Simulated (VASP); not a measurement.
Method: LDA (Ceperley-Alder, Perdew-Zunger), VASP's LDA PAW potentials (set 64) (plane waves; VASP 6.6.1).

The input files of a VASP run:

File KPOINTS:
```
Automatic mesh
0
Gamma
5 5 5
0 0 0
```

INCAR:
```
# general
SYSTEM =Tc3Ni
PREC   =Accurate
ENCUT  =300
LREAL  =.False.
LASPH  =.True.

# electronic loop
EDIFF  =1E-6
NELM   =100
ALGO   =Normal
LMAXMIX=4

# smearing
ISMEAR =0
SIGMA  =0.2

# ions
ISIF   =2

# output
LWAVE  =.False.
LCHARG =.False.
```

POSCAR:
```
Tc3Ni
1.0
  5.4167760000   0.0000000000   0.0000000000
 -2.7083880000   4.6910650000   0.0000000000
  0.0000000000   0.0000000000   4.3720020000
Ni Tc
2 6
Cart
  2.8012315406   1.5750063095   1.1287197563
  0.0050701023   3.1202149741   3.3055832722
  2.6634233424   3.0906425003   3.2938138428
 -0.0054899025   1.6419806445   1.0548504105
 -1.3678036497   3.9143700590   1.1291788165
  3.9874242330   0.7703479300   3.2175530119
  1.3591097242   0.7765166805   3.2505179070
  1.3905866096   3.8751809020   1.1077953548
```

POTCAR, in this order: Ni Tc_pv (LDA.64 set). Program: vasp_std.

The run wrote:

### OSZICAR
```
       N       E                     dE             d eps       ncg     rms          rms(c)
DAV:   1     0.109763028739E+04    0.10976E+04   -0.39985E+04  8044   0.130E+03
DAV:   2    -0.477597398380E+01   -0.11024E+04   -0.10709E+04  7636   0.449E+02
DAV:   3    -0.860189940532E+02   -0.81243E+02   -0.75028E+02  8264   0.139E+02
DAV:   4    -0.922641465040E+02   -0.62452E+01   -0.59520E+01  9936   0.305E+01
DAV:   5    -0.924598805193E+02   -0.19573E+00   -0.19363E+00 10372   0.589E+00    0.403E+01
DAV:   6    -0.109628578334E+03   -0.17169E+02   -0.19190E+02  8964   0.169E+02    0.529E+01
DAV:   7    -0.849333213536E+02    0.24695E+02   -0.74066E+01  9542   0.580E+01    0.124E+01
DAV:   8    -0.874891379401E+02   -0.25558E+01   -0.24800E+01 10350   0.630E+01    0.277E+01
DAV:   9    -0.846694224207E+02    0.28197E+01   -0.22840E+01  9602   0.377E+01    0.120E+01
DAV:  10    -0.839583232802E+02    0.71110E+00   -0.41945E+00 10184   0.223E+01    0.436E+00
DAV:  11    -0.839139383658E+02    0.44385E-01   -0.25692E-01  9730   0.356E+00    0.354E+00
DAV:  12    -0.838691197060E+02    0.44819E-01   -0.39163E-02 10582   0.214E+00    0.288E+00
DAV:  13    -0.838166285571E+02    0.52491E-01   -0.37772E-02 10146   0.257E+00    0.166E+00
DAV:  14    -0.838096000351E+02    0.70285E-02   -0.78650E-03 10492   0.713E-01    0.135E+00
DAV:  15    -0.837987615777E+02    0.10838E-01   -0.68731E-03 10394   0.117E+00    0.756E-01
DAV:  16    -0.837943154712E+02    0.44461E-02   -0.82948E-03 10258   0.110E+00    0.148E-01
DAV:  17    -0.837942656392E+02    0.49832E-04   -0.13293E-03 10286   0.227E-01    0.377E-02
DAV:  18    -0.837942705588E+02   -0.49196E-05   -0.11352E-04 10460   0.134E-01    0.424E-02
DAV:  19    -0.837942585295E+02    0.12029E-04   -0.41553E-05  8272   0.736E-02    0.116E-02
DAV:  20    -0.837942591989E+02   -0.66936E-06   -0.61746E-06  7092   0.195E-02
   1 F= -.83794259E+02 E0= -.83738611E+02  d E =-.111297E+00
```

OUTCAR:
```
------------------------ aborting loop because EDIFF is reached ----------------------------------------
  FORCE on cell =-STRESS in cart. coord.  units (eV):
  Direction    XX          YY          ZZ          XY          YZ          ZX
  --------------------------------------------------------------------------------------
  Total      -16.3138275    -16.3903988    -16.6400163     -0.4622284      0.0813821      0.1976917
  in kB     -235.2739088   -236.3782013   -239.9781223     -6.6661409      1.1736716      2.8510603
  external PRESSURE =    -237.2100775 kB  Pullay stress =       0.0000000 kB
  volume of cell :      111.09
      direct lattice vectors                 reciprocal lattice vectors
     5.416776000  0.000000000  0.000000000     0.184611658  0.106585605  0.000000000
    -2.708388000  4.691065000  0.000000000     0.000000000  0.213171210  0.000000000
     0.000000000  0.000000000  4.372002000     0.000000000  0.000000000  0.228728166
 POSITION                                       TOTAL-FORCE (eV/Angst)
 -----------------------------------------------------------------------------------
      2.80123      1.57501      1.12872        -0.755828     -0.142976     -0.440230
      0.00507      3.12021      3.30558        -0.220362      0.064728     -0.227018
      2.66342      3.09064      3.29381         0.511116      0.447338     -0.105387
     -0.00549      1.64198      1.05485         0.157374     -0.908195      0.363622
     -1.36780      3.91437      1.12918        -0.056176      0.129930     -0.199552
      3.98742      0.77035      3.21755         1.003734     -0.039505      0.540119
      1.35911      0.77652      3.25052        -0.390985      0.043516      0.151024
      1.39059      3.87518      1.10780        -0.248873      0.405164     -0.082578
 -----------------------------------------------------------------------------------
    total drift:                                0.000121      0.000531      0.000603
  FREE ENERGIE OF THE ION-ELECTRON SYSTEM (eV)
  ---------------------------------------------------
  free  energy   TOTEN  =       -83.7942591989 eV

  energy  without entropy=      -83.6829625817  energy(sigma->0) =      -83.73861089
```
(Selected blocks of OUTCAR.)

OUTCAR:
```
 val. band max:       11.4703557673   @ k =  -0.2000  -0.0000   0.4000

 cond. band min:      11.4917505879   @ k =  -0.2000  -0.2000   0.2000


 Fermi energy:        11.4903734973

 k-point     1 :       0.0000    0.0000    0.0000
  band No.  band energies     occupation
      1     -27.9890      2.00000
      2     -27.8066      2.00000
      3     -27.7567      2.00000
      4     -27.5686      2.00000
      5     -27.5590      2.00000
      6     -27.5195      2.00000
      7     -27.5116      2.00000
      8     -27.4554      2.00000
      9     -27.4004      2.00000
     10     -27.1971      2.00000
     11     -27.0328      2.00000
     12     -26.9812      2.00000
     13     -26.9146      2.00000
     14     -26.8967      2.00000
     15     -26.8922      2.00000
     16     -26.8791      2.00000
     17     -26.8649      2.00000
     18     -26.8447      2.00000
     19       3.7237      2.00000
     20       5.8388      2.00000
     21       6.1106      2.00000
     22       6.3289      2.00000
     23       6.5093      2.00000
     24       6.5618      2.00000
     25       6.6375      2.00000
     26       7.0841      2.00000
     27       7.1501      2.00000
     28       7.2216      2.00000
     29       7.3347      2.00000
     30       9.2151      2.00000
     31       9.2769      2.00000
     32       9.3783      2.00000
     33       9.4674      2.00000
     34       9.4925      2.00000
     35       9.5292      2.00000
     36       9.6069      2.00000
     37       9.7500      2.00000
     38       9.8259      2.00000
     39       9.8394      2.00000
     40       9.8730      2.00000
     41      10.0608      2.00000
     42      10.0727      2.00000
     43      10.1231      2.00000
     44      10.2854      2.00000
     45      10.3447      2.00000
     46      10.5652      2.00000
     47      10.5983      2.00000
     48      10.6628      2.00000
     49      12.4897      0.00000
     50      12.6548      0.00000
     51      12.6704      0.00000
...
```

At this cut-off the stress carries a Pulay error, which pulls relaxed volumes low.

The structure comes from a computed database's Tc3Ni entry (P6_3/mmc); how it stands against other phases isn't given here. The cell was not relaxed at this level, atoms are displaced from their ideal sites. The run is not spin-polarised, so no magnetic state was tried.
